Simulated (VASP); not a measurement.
These are r2SCAN meta-GGA, VASP's PBE PAW potentials (set 64) (plane waves; VASP) values and carry that method's errors. Each cell was relaxed at this level, without spin-orbit coupling.

Which of these comes out without a gap?
(A) AlN, P6_3mc (186)
(B) HfN, Fm-3m (225)
(C) CdTe, F-43m (216)
(D) PtS2, P-3m1 (164)

B, HfN, Fm-3m (225). The others have gaps of 1.36 eV (PtS2, P-3m1 (164)), 1.17 eV (CdTe, F-43m (216)), 4.93 eV (AlN, P6_3mc (186)).
